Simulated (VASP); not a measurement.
A convergence study with VASP on Rh (fcc): a few settings are varied, all else stays as given below, so the limit is that of these other settings. The cell's lengths are 1 % over those of the tabulated start, so it is off equilibrium.

```
CELL_PARAMETERS angstrom
      0.00000     1.91900     1.91900
      1.91900     0.00000     1.91900
      1.91900     1.91900     0.00000
ATOMIC_POSITIONS crystal
  Rh 0.00000 0.00000 0.00000
```

Method: PBEsol GGA, VASP's PBE PAW potentials (set 64) (plane waves; VASP). The last row used: 900 eV cut-off, 14×14×14 Γ-centred mesh, first-order Methfessel-Paxton smearing of 0.10 eV, potentials Rh.

Energies of different potentials or hybrids have different zeros.

```
setting                    E (eV/atom)  pressure (GPa)  plane waves
-------------------------  -----------  --------------  -----------
ENCUT = 300, POTCAR Rh_pv      -8.1244          -12.49          174
ENCUT = 400, POTCAR Rh_pv      -8.1118          -13.21          271
ENCUT = 520, POTCAR Rh_pv      -8.1122          -12.09          392
ENCUT = 700, POTCAR Rh_pv      -8.1128          -12.02          609
ENCUT = 900, POTCAR Rh_pv      -8.1128          -11.99          893
ENCUT = 300, POTCAR Rh         -8.1316          -13.81          174
ENCUT = 400, POTCAR Rh         -8.1258          -13.10          271
ENCUT = 520, POTCAR Rh         -8.1260          -13.12          392
ENCUT = 700, POTCAR Rh         -8.1263          -13.00          609
ENCUT = 900, POTCAR Rh         -8.1260          -13.03          893
```

Left out are rungs that failed or repeat a setting and relaxations that didn't move; long series are thinned to 24 rows.

The compound is Rh in the fcc structure. The cell was not relaxed at this level.
